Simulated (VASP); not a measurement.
# Sn2Ir: interstitial Li from one void to a neighbouring one

Aim: the barrier for one hop in Sn2Ir: interstitial Li from one void to a neighbouring one. The start is a cell from a database of measured crystal structures.

Main program and level: VASP 6.6.1; PBEsol; plane waves and PAW (Ir, Sn), in the first sound run; inputs show where later runs differ.

## (1) The host crystal

Symmetry: Fm-3m, No. 225, cubic system. The conventional cell has a = 6.338 Å, b = 6.338 Å, c = 6.338 Å, α = 90.00°, β = 90.00°, γ = 90.00°. Nearest to Ir lie 8 Sn at 2.74 Å. Nearest to Sn lie 4 Ir at 2.74 Å. Farther neighbours are not listed.

## (2) Relax the host

First cell and atoms are relaxed at a raised cutoff, so that later runs start from this functional's own cell.

Input file INCAR:

```
SYSTEM = Sn2Ir
PREC = Accurate
ENCUT = 350
EDIFF = 1E-06
NELM = 120
ISMEAR = 0
SIGMA = 0.1
LREAL = .FALSE.
ALGO = Normal
GGA = PS
NBANDS = 14
LORBIT = 11
LWAVE = .FALSE.
LCHARG = .FALSE.
KPAR = 3
IBRION = 2
NSW = 40
ISIF = 3
EDIFFG = -0.02
POTIM = 0.4
```

Input file POSCAR:

```
Sn2Ir
1.0
    0.0000000000      3.1690000000      3.1690000000
    3.1690000000      0.0000000000      3.1690000000
    3.1690000000      3.1690000000      0.0000000000
Ir Sn
1 2
Direct
    0.0000000000      0.0000000000      0.0000000000
    0.7500000000      0.7500000000      0.7500000000
    0.2500000000      0.2500000000      0.2500000000
```

Input file KPOINTS:

```
Automatic mesh
0
Gamma
5 5 5
0 0 0
```

PAW data sets: Ir and Sn (PBE family, release 64).

Launch:

```
$ mpirun -np 3 vasp_std
```

The program printed:

```text
[banner, memory and clock lines left out]
running    3 mpi-ranks, on    1 nodes
 distrk:  each k-point on    1 cores,    3 groups
 distr:  one band on    1 cores,    1 groups

 POSCAR found type information on POSCAR IrSn
 POSCAR found :  2 types and       3 ions
|                                                                             |
|               ----> ADVICE to this user running VASP <----                  |
|                                                                             |
|     You enforced a specific xc type in the INCAR file but a different       |
|     [... a line on the potential file left out ...]
|     I HOPE YOU KNOW WHAT YOU ARE DOING!                                     |
|                                                                             |

 LDA part: xc-table for (Slater+PW92), standard interpolation
 POSCAR, INCAR and KPOINTS ok, starting setup
 FFT: planning ... GRIDC
 FFT: planning ... GRID_SOFT
 FFT: planning ... GRID
 WAVECAR not read
 entering main loop
       N       E                     dE             d eps       ncg     rms          rms(c)
DAV:   1     0.681561856780E+02    0.68156E+02   -0.49306E+03   280   0.702E+02
DAV:   2    -0.159299765246E+02   -0.84086E+02   -0.74340E+02   292   0.202E+02
DAV:   3    -0.196783302236E+02   -0.37484E+01   -0.36292E+01   388   0.414E+01
DAV:   4    -0.197268284036E+02   -0.48498E-01   -0.48409E-01   328   0.491E+00
DAV:   5    -0.197276594693E+02   -0.83107E-03   -0.83095E-03   376   0.632E-01    0.889E+00
DAV:   6    -0.194165338360E+02    0.31113E+00   -0.26573E-01   340   0.655E+00    0.386E+00
DAV:   7    -0.192784276268E+02    0.13811E+00   -0.11047E-01   356   0.249E+00    0.180E+00
DAV:   8    -0.192521855235E+02    0.26242E-01   -0.57630E-02   322   0.321E+00    0.322E-01
DAV:   9    -0.192524856735E+02   -0.30015E-03   -0.21050E-03   316   0.409E-01    0.384E-02
DAV:  10    -0.192525429544E+02   -0.57281E-04   -0.59942E-05   374   0.478E-02    0.139E-02
DAV:  11    -0.192525583851E+02   -0.15431E-04   -0.21510E-05   298   0.305E-02    0.571E-03
DAV:  12    -0.192525584719E+02   -0.86837E-07   -0.51635E-07   272   0.935E-03
   1 F= -.19252558E+02 E0= -.19248095E+02  d E =-.192526E+02
 curvature:   0.00 expect dE= 0.000E+00 dE for cont linesearch  0.000E+00
 trial: gam= 0.00000 g(F)=  0.459E-46 g(S)=  0.160E-02 ort = 0.000E+00 (trialstep = 0.100E+01)
 search vector abs. value=  0.160E-02
 bond charge predicted
       N       E                     dE             d eps       ncg     rms          rms(c)
DAV:   1    -0.192600988184E+02   -0.75404E-02   -0.13561E-01   310   0.473E+00    0.625E-01
DAV:   2    -0.192544771809E+02    0.56216E-02   -0.39547E-02   342   0.259E+00    0.233E-01
DAV:   3    -0.192528416125E+02    0.16356E-02   -0.44425E-03   358   0.857E-01    0.716E-02
DAV:   4    -0.192526734197E+02    0.16819E-03   -0.63150E-04   314   0.135E-01    0.185E-02
DAV:   5    -0.192526661039E+02    0.73158E-05   -0.39165E-05   332   0.775E-02    0.133E-02
DAV:   6    -0.192526666748E+02   -0.57088E-06   -0.41336E-06   328   0.195E-02
   2 F= -.19252667E+02 E0= -.19248095E+02  d E =-.108203E-03
 trial-energy change:   -0.000108  1 .order   -0.000138   -0.001602    0.001326
 step:   0.5319(harm=  0.5471)  dis= 0.00000  next Energy=   -19.252980 (dE=-0.422E-03)
 bond charge predicted
       N       E                     dE             d eps       ncg     rms          rms(c)
DAV:   1    -0.192546029971E+02   -0.19369E-02   -0.29851E-02   310   0.222E+00    0.301E-01
DAV:   2    -0.192533765926E+02    0.12264E-02   -0.87730E-03   334   0.121E+00    0.111E-01
DAV:   3    -0.192530153201E+02    0.36127E-03   -0.97140E-04   334   0.404E-01    0.303E-02
DAV:   4    -0.192529857206E+02    0.29599E-04   -0.14993E-04   314   0.633E-02    0.986E-03
DAV:   5    -0.192529828793E+02    0.28414E-05   -0.11345E-05   354   0.428E-02    0.672E-03
DAV:   6    -0.192529837630E+02   -0.88372E-06   -0.84192E-07   146   0.806E-03
   3 F= -.19252984E+02 E0= -.19248435E+02  d E =-.425291E-03
 curvature:  -0.27 expect dE=-0.123E-06 dE for cont linesearch -0.123E-06
 trial: gam=-0.01650 g(F)=  0.347E-46 g(S)=  0.451E-06 ort = 0.269E-04 (trialstep = 0.906E+00)
 search vector abs. value=  0.227E-09
 reached required accuracy - stopping structural energy minimisation
```

Wall time 5 s (3 MPI ranks of Intel Xeon Platinum 8488C (Sapphire Rapids), shared host); peak memory 0.46 GiB.

The logs omit lines about the potential files and the build; timing stands in the text.

From OUTCAR (step 2):

```text
ion  position               nearest neighbor table
   1  0.000  0.000  0.000-   2 2.74   2 2.74   2 2.74   2 2.74   3 2.74   3 2.74   3 2.74   3 2.74

  LATTYP: Found a face centered cubic cell.
 ALAT       =     6.3380000000

 Subroutine GETGRP returns: Found 48 space group operations
 (whereof 48 operations were pure point group operations)

The static configuration has the point symmetry O_h .

 Found     10 irreducible k-points:

   k-points           NKPTS =     10   k-points in BZ     NKDIM =     10   number of bands    NBANDS=     14

   dimension x,y,z NGX =    28 NGY =   28 NGZ =   28
   dimension x,y,z NGXF=    56 NGYF=   56 NGZF=   56

   ENCUT  =  350.0 eV  25.72 Ry    5.07 a.u.   6.84  6.84  6.84*2*pi/ulx,y,z

   NELECT =      17.0000    total number of electrons

 k-points in reciprocal lattice and weights: Automatic mesh
   0.00000000  0.00000000  0.00000000       0.008
   0.20000000  0.00000000  0.00000000       0.064
   0.40000000  0.00000000  0.00000000       0.064
   0.20000000  0.20000000  0.00000000       0.048
   0.40000000  0.20000000  0.00000000       0.192
  -0.40000000  0.20000000  0.00000000       0.192
  -0.20000000  0.20000000  0.00000000       0.096
   0.40000000  0.40000000  0.00000000       0.048
  -0.40000000  0.40000000  0.00000000       0.096
  -0.40000000  0.40000000  0.20000000       0.192

 average (electrostatic) potential at core
       1 -50.9749       2 -42.2837       3 -42.2837

 E-fermi :   6.3478

 k-point     1 :       0.0000    0.0000    0.0000
  band No.  band energies     occupation
    ...
      3       2.1682      2.00000
      4       2.1682      2.00000
      5       4.3734      2.00000
      6       4.4420      2.00000
      7       4.4420      2.00000
      8      10.1486      0.00000
      9      10.1486      0.00000
     10      10.1486      0.00000
     11      10.4895      0.00000
     12      10.4895      0.00000
    ...

 k-point     2 :       0.2000    0.0000    0.0000
  band No.  band energies     occupation
    ...
      3       2.3981      2.00000
      4       2.3981      2.00000
      5       4.2967      2.00000
      6       4.2967      2.00000
      7       5.7346      2.00000
      8       6.8230      0.00000
      9       8.5023      0.00000
     10       8.5023      0.00000
     11       9.9387      0.00000
     12      10.7190      0.00000
    ...

 k-point     3 :       0.4000    0.0000    0.0000
  band No.  band energies     occupation
    ...
      3       2.7309      2.00000
      4       2.7309      2.00000
      5       3.9800      2.00000
      6       4.3987      2.00000
      7       4.3987      2.00000
      8       6.8220      0.00000
      9       6.8220      0.00000
     10       7.6755      0.00000
     11       9.2190      0.00000
     12      10.7287      0.00000
    ...

  Total        0.0034197      0.0034197      0.0034197      0.0000000     -0.0000000      0.0000000
  in kB        0.0857213      0.0857213      0.0857213      0.0000000     -0.0000000      0.0000000
  external PRESSURE =       0.0857213 kB  Pullay stress =       0.0000000 kB

  energy-cutoff  :      350.00
  volume of cell :       63.92
      direct lattice vectors                 reciprocal lattice vectors
    -0.000000000  3.173418420  3.173418420    -0.157558801  0.157558801  0.157558801
     3.173418420 -0.000000000  3.173418420     0.157558801 -0.157558801  0.157558801
     3.173418420  3.173418420  0.000000000     0.157558801  0.157558801 -0.157558801

 POSITION                                       TOTAL-FORCE (eV/Angst)
 -----------------------------------------------------------------------------------
      0.00000      0.00000      0.00000        -0.000000      0.000000     -0.000000
      4.76013      4.76013      4.76013        -0.000000      0.000000      0.000000
      1.58671      1.58671      1.58671         0.000000     -0.000000     -0.000000
 -----------------------------------------------------------------------------------
    total drift:                               -0.000000     -0.000000      0.000000

  FREE ENERGIE OF THE ION-ELECTRON SYSTEM (eV)
  ---------------------------------------------------
  free  energy   TOTEN  =       -19.2529837630 eV

  energy  without entropy=      -19.2438871933  energy(sigma->0) =      -19.24843548

 reached required accuracy - stopping structural energy minimisation

 total charge
# of ion       s       p       d       tot
------------------------------------------
    1        0.646   0.540   7.272   8.458
    2        1.362   1.681   0.254   3.298
    3        1.362   1.681   0.254   3.298
--------------------------------------------------
tot          3.370   3.902   7.780  15.053

[... 3 further parts left out ...]
```

CONTCAR:

```
Sn2Ir
   1.00000000000000
    -0.0000000000000000    3.1734184197938156    3.1734184197938156
     3.1734184197938156   -0.0000000000000000    3.1734184197938156
     3.1734184197938156    3.1734184197938156    0.0000000000000000
  Ir              Sn
     1     2
Direct
     0.0000000000000000    0.0000000000000000    0.0000000000000000
     0.7500000000000000    0.7500000000000000    0.7500000000000000
     0.2500000000000000    0.2500000000000000    0.2500000000000000
```

This run has no spin polarisation. Its electron count is odd, so without a moment it is a metal by construction. The k-mesh is coarse for a metal. The PAW data sets were made with PBE, which is usual practice but a small mismatch for other functionals. The data set Sn keeps the semicore shell frozen, which is cheaper and a little less accurate. The run keeps the 48 symmetry operations of its start, so it cannot find a distortion of lower symmetry.

Relaxation path:

```tsv
step	energy less that of the first step (eV)	largest force (eV/Å)	pressure (GPa)	volume (Å³)
1	0.0000	0.0000	0.51	63.65
2	-0.0001	0.0000	-0.42	64.15
3	-0.0004	0.0000	0.01	63.92
```

```tsv
conventional cell, symmetrised	before	after	change
a (Å)	6.338	6.347	+0.1 %
b (Å)	6.338	6.347	+0.1 %
c (Å)	6.338	6.347	+0.1 %
volume (Å³/atom)	21.22	21.31	+0.4 %
```

The relaxed structure:

```
Ir Sn
1.0
     0.00000    3.17342    3.17342
     3.17342    0.00000    3.17342
     3.17342    3.17342    0.00000
Ir Sn
1 2
Direct
  0.00000 0.00000 0.00000
  0.75000 0.75000 0.75000
  0.25000 0.25000 0.25000
```

Numbers from this step:

| Quantity | Value |
| --- | --- |
| electronic cycles | 24 |
| electrons | 17 |
| free energy (TOTEN) | -19.25 eV |
| energy at zero smearing | -19.25 eV |
| Fermi energy | 6.348 eV |
| labelled metallic, from the levels on this mesh | yes |

The run ended after 3 ionic steps, 0.000 eV below its first step, once forces and stress met EDIFFG = -0.02.

(Continued in part 2 of 4.)

[Lines on the potential files, build, host, timing and source positions are cut from VASP's logs without a mark.]

[Logs are printed without paths, hosts, clocks, repeated set-up lines and the standing remarks that a program may print on its own settings, such as how far it seeks lower states.]

[Hosts, paths, dates, database ids (printed as entryN), source tags and the programs' standing remarks are cut or masked in the printed files.]

[Runs that stopped without an error message from VASP are left out.]
